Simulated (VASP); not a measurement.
Crystal: NaBe2Se2.

```
Na Be Se
1.0
     3.67228    0.00000    0.00000
    -1.83614    3.18028    0.00000
     0.00000    0.00000    8.01116
Na Be Se
1 2 2
Direct
  0.00000 0.00000 0.50000
  0.33333 0.66667 0.14639
  0.33333 0.66667 0.85361
  0.66667 0.33333 0.22852
  0.66667 0.33333 0.77148
```

The cell was built by a generator and needn't be a form met in nature.

```yaml
Program: VASP 6.6.1
Task: relaxation of cell and atoms
Functional: PBEsol
Potentials_or_basis: VASP PAW PBE potentials, release 64 (Na_pv, Be, Se)
Cutoff: 600 eV
k_mesh: 6 × 6 × 3
Occupations: fermi-dirac, width 0.05 eV
Spin: no spin polarisation
```

At the start: pressure -1.4 GPa; volume 18.71 Å³/atom.

Q: How do energy, volume and symmetry change on relaxing?

A: Over 13 steps the energy falls by 2.4 meV/atom and the volume is 18.22 Å³/atom (-2.6 %); space group P-6m2 (No. 187, to 0.05 Å).

Step by step:
```
step  energy change (eV)  largest force (eV/Å)  pressure (GPa)  volume (Å³)
   1              0.0000                0.0755           -1.44        93.56
   2             -0.0110                0.0179           -0.07        91.31
   3             -0.0110                0.0162            0.01        91.24
   4             -0.0116                0.0097            0.02        91.11
   5             -0.0117                0.0155            0.04        91.03
   6             -0.0117                0.0161            0.04        91.02
   7             -0.0118                0.0108           -0.02        91.08
   8             -0.0118                0.0087           -0.03        91.10
   9             -0.0118                0.0043           -0.07        91.15
  10             -0.0118                0.0078           -0.02        91.12
  11             -0.0118                0.0060           -0.06        91.13
  12             -0.0118                0.0073           -0.03        91.12
  13             -0.0118                0.0033           -0.01        91.09
```

Final structure:
```
Na Be Se
1.0
     3.64479    0.00000    0.00000
    -1.82239    3.15647    0.00000
     0.00000    0.00000    7.91741
Na Be Se
1 2 2
Direct
  0.00000 0.00000 0.50000
  0.33333 0.66667 0.14703
  0.33333 0.66667 0.85297
  0.66667 0.33333 0.22790
  0.66667 0.33333 0.77210
```

Caveat: the PAW data sets were made with another functional, which shifts forces and pressure a little.
